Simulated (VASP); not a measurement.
# TaMo2C3 (P6_3/mmc) in VASP: notebook, part 2 of 2

VASP 6.6.1.

### Step 3. Relaxation of cell and atoms, PBE

The input, INCAR:

```
PREC = Accurate
ENCUT = 520
EDIFF = 1E-7
ISMEAR = 0
SIGMA = 0.1
LREAL = False
LASPH = True
NELM = 120
ALGO = Normal
ISIF = 3
LWAVE = False
LCHARG = False
GGA = PE
IBRION = 2
NSW = 60
EDIFFG = -0.005
POTIM = 0.3
KPAR = 8
```

The input, KPOINTS:

```
Automatic mesh
0
Gamma
  12 12 2
```

The input, POSCAR:

```
TaMo2C3                                 
1.0
    3.0417232953     -0.0000000000     -0.0000000000
   -1.5208616477      2.6342096406      0.0000000000
    0.0000000000      0.0000000000     15.9843327821
  Ta              Mo              C             
     2     4     6
Direct
     0.0000000000000000    0.0000000000000000    1.0000000000000000
     0.0000000000000000    0.0000000000000000    0.5000000000000000
     0.3333333300000021    0.6666666699999979    0.6627303203538577
     0.3333333300000021    0.6666666699999979    0.8372696796461423
     0.6666666699999979    0.3333333300000021    0.1627303203538578
     0.6666666699999979    0.3333333300000021    0.3372696796461422
     0.6666666699999979    0.3333333300000021    0.9167626344908425
     0.3333333300000021    0.6666666699999979    0.0832373655091576
     0.6666666699999979    0.3333333300000021    0.7500000000000000
     0.6666666699999979    0.3333333300000021    0.5832373655091575
     0.3333333300000021    0.6666666699999979    0.4167626344908425
     0.3333333300000021    0.6666666699999979    0.2500000000000000
```

Potentials or basis: VASP PAW PBE potentials, release 64 (Ta_pv, Mo_sv, C).

On the command line:

```
cat potpaw_PBE.64/Ta_pv/POTCAR potpaw_PBE.64/Mo_sv/POTCAR potpaw_PBE.64/C/POTCAR > POTCAR
mpirun -np 8 vasp_std > vasp.out
```

OUTCAR:

```text
PREC = Accurate
   ENCUT = 520
   EDIFF = 1E-7
   ISMEAR = 0
   LREAL = False
   LASPH = True
   NELM = 120
   ISIF = 3
   GGA = PE
   IBRION = 2
   NSW = 60
   EDIFFG = -0.005
   POTIM = 0.3

 ion  position               nearest neighbor table
   1  0.000  0.000  0.000-   7 2.20   8 2.20   8 2.20   7 2.20   7 2.20   8 2.20   4 3.14   5 3.14
                             4 3.14   5 3.14   4 3.14   5 3.14
   2  0.000  0.000  0.500-  10 2.20  11 2.20  11 2.20  10 2.20  10 2.20  11 2.20   3 3.14   6 3.14
                             3 3.14   6 3.14   3 3.14   6 3.14
   3  0.333  0.667  0.663-  10 2.17  10 2.17  10 2.17   9 2.24   9 2.24   9 2.24   4 2.79   2 3.14
                             2 3.14   2 3.14
   4  0.333  0.667  0.837-   7 2.17   7 2.17   7 2.17   9 2.24   9 2.24   9 2.24   3 2.79   1 3.14
                             1 3.14   1 3.14
   5  0.667  0.333  0.163-   8 2.17   8 2.17   8 2.17  12 2.24  12 2.24  12 2.24   6 2.79   1 3.14
                             1 3.14   1 3.14
   6  0.667  0.333  0.337-  11 2.17  11 2.17  11 2.17  12 2.24  12 2.24  12 2.24   5 2.79   2 3.14
                             2 3.14   2 3.14
   7  0.667  0.333  0.917-   4 2.17   4 2.17   4 2.17   1 2.20   1 2.20   1 2.20
   8  0.333  0.667  0.083-   5 2.17   5 2.17   5 2.17   1 2.20   1 2.20   1 2.20
   9  0.667  0.333  0.750-   3 2.24   4 2.24   3 2.24   4 2.24   3 2.24   4 2.24
  10  0.667  0.333  0.583-   3 2.17   3 2.17   3 2.17   2 2.20   2 2.20   2 2.20
  11  0.333  0.667  0.417-   6 2.17   6 2.17   6 2.17   2 2.20   2 2.20   2 2.20
  12  0.333  0.667  0.250-   5 2.24   6 2.24   5 2.24   6 2.24   5 2.24   6 2.24

  LATTYP: Found a hexagonal cell.
 ALAT       =     3.0417232953
 C/A-ratio  =     5.2550252703

  Lattice vectors:

 A1 = (   3.0417232953,   0.0000000000,   0.0000000000)
 A2 = (  -1.5208616477,   2.6342096406,   0.0000000000)
 A3 = (   0.0000000000,   0.0000000000,  15.9843327821)

Analysis of symmetry for initial positions (statically):
=====================================================================
 Subroutine PRICEL returns:
 Original cell was already a primitive cell.

[... 239 lines left out ...]

 number of electron     101.9999993 magnetization

 Free energy of the ion-electron system (eV)
  ---------------------------------------------------
  ext. energy  EPLUGINS =         0.00000000
  ---------------------------------------------------
  free energy    TOTEN  =      -125.54812185 eV

  energy without entropy =     -125.52909240  energy(sigma->0) =     -125.53860713

 E-fermi :  11.2142     XC(G=0): -13.3957

 val. band max:       11.1983473371   @ k =   0.3333   0.0833   0.0000
 cond. band min:      11.2183825261   @ k =   0.2500   0.0833   0.5000
 fundamental gap:      0.0200351890
 Fermi energy:        11.2141593112

 k-point     1 :       0.0000    0.0000    0.0000
  band No.  band energies     occupation
      1     -50.6683      2.00000
      2     -50.6682      2.00000
      3     -50.6219      2.00000
      4     -50.6219      2.00000
      5     -25.1885      2.00000
      6     -25.0992      2.00000
[... 1525 lines left out ...]
     60      13.2813      0.00000
     61      14.0366      0.00000

 [... further k-points ...]

------------------------ aborting loop because EDIFF is reached ----------------------------------------

  FORCE on cell =-STRESS in cart. coord.  units (eV):
  Direction    XX          YY          ZZ          XY          YZ          ZX
  --------------------------------------------------------------------------------------
  -------------------------------------------------------------------------------------
  Total       -0.0065327     -0.0065327     -0.0021767      0.0000000     -0.0000000      0.0000000
  in kB       -0.0817179     -0.0817179     -0.0272290      0.0000000     -0.0000000      0.0000000
  external PRESSURE =      -0.0635549 kB  Pullay stress =       0.0000000 kB

 VOLUME and BASIS-vectors are now :
 -----------------------------------------------------------------------------
  energy-cutoff  :      520.00
  volume of cell :      128.08
      direct lattice vectors                 reciprocal lattice vectors
     3.041880651 -0.000000000  0.000000000     0.328743996  0.189800435 -0.000000000
    -1.520940325  2.634345914 -0.000000000     0.000000000  0.379600870 -0.000000000
     0.000000000  0.000000000 15.983419092     0.000000000  0.000000000  0.062564836

 POSITION                                       TOTAL-FORCE (eV/Angst)
 -----------------------------------------------------------------------------------
      1.52094      2.63435      0.00000         0.000000      0.000000      0.000000
      1.52094      2.63435      7.99171         0.000000      0.000000      0.000000
     -0.00000      1.75623     10.59289        -0.000000     -0.000000     -0.000826
     -0.00000      1.75623     13.38224        -0.000000      0.000000      0.000826
      1.52094      0.87812      2.60118         0.000000     -0.000000     -0.000826
      1.52094      0.87812      5.39053         0.000000      0.000000      0.000826
      1.52094      0.87812     14.65300        -0.000000     -0.000000     -0.001139
     -0.00000      1.75623      1.33042         0.000000      0.000000      0.001139
      1.52094      0.87812     11.98756        -0.000000      0.000000      0.000000
      1.52094      0.87812      9.32213        -0.000000      0.000000      0.001139
     -0.00000      1.75623      6.66129         0.000000      0.000000     -0.001139
     -0.00000      1.75623      3.99585         0.000000     -0.000000      0.000000
 -----------------------------------------------------------------------------------
    total drift:                                0.000000     -0.000000      0.000000

  FREE ENERGIE OF THE ION-ELECTRON SYSTEM (eV)
  ---------------------------------------------------
  free  energy   TOTEN  =      -125.5481218529 eV

  energy  without entropy=     -125.5290923992  energy(sigma->0) =     -125.53860713

 reached required accuracy - stopping structural energy minimisation
```

OSZICAR:

```text
N       E                     dE             d eps       ncg     rms          rms(c)
DAV:   1     0.112564173952E+04    0.11256E+04   -0.59358E+04  4684   0.175E+03
DAV:   2    -0.672082942227E+02   -0.11929E+04   -0.11632E+04  5089   0.523E+02
DAV:   3    -0.144126823982E+03   -0.76919E+02   -0.75769E+02  5831   0.121E+02
[... 19 lines left out ...]
DAV:   3    -0.125548122710E+03    0.18338E-05   -0.73779E-06  5887   0.133E-02    0.385E-03
DAV:   4    -0.125548122313E+03    0.39670E-06   -0.24309E-06  5867   0.914E-03    0.252E-03
DAV:   5    -0.125548122076E+03    0.23776E-06   -0.50778E-07  4775   0.407E-03    0.159E-03
DAV:   6    -0.125548121881E+03    0.19424E-06   -0.80776E-08  2874   0.122E-03    0.476E-04
DAV:   7    -0.125548121853E+03    0.28545E-07   -0.20912E-08  2768   0.793E-04
   2 F= -.12554812E+03 E0= -.12553861E+03  d E =-.361404E-05
```

Wall time 2.6 min (8 MPI ranks of Intel Xeon Platinum 8375C at 2.90GHz (Ice Lake), shared host); peak memory 0.44 GiB.

Results:

```yaml
Free_energy: -125.5481 eV
Energy_gained_by_relaxing: 0.0 meV/atom
Ionic_steps: 2
Pressure_after_relaxing: 0.0 GPa
Band_gap_on_the_k_mesh: none (metal or under the smearing width)
```

Final structure:
```
CELL_PARAMETERS angstrom
3.04188 0.00000 0.00000
-1.52094 2.63435 0.00000
0.00000 0.00000 15.98342
ATOMIC_POSITIONS crystal
Ta 0.00000 0.00000 0.00000
Ta 0.00000 0.00000 0.50000
Mo 0.33333 0.66667 0.66274
Mo 0.33333 0.66667 0.83726
Mo 0.66667 0.33333 0.16274
Mo 0.66667 0.33333 0.33726
C 0.66667 0.33333 0.91676
C 0.33333 0.66667 0.08324
C 0.66667 0.33333 0.75000
C 0.66667 0.33333 0.58324
C 0.33333 0.66667 0.41676
C 0.33333 0.66667 0.25000
```

Spin-orbit coupling is left out, which matters for the levels of Ta.
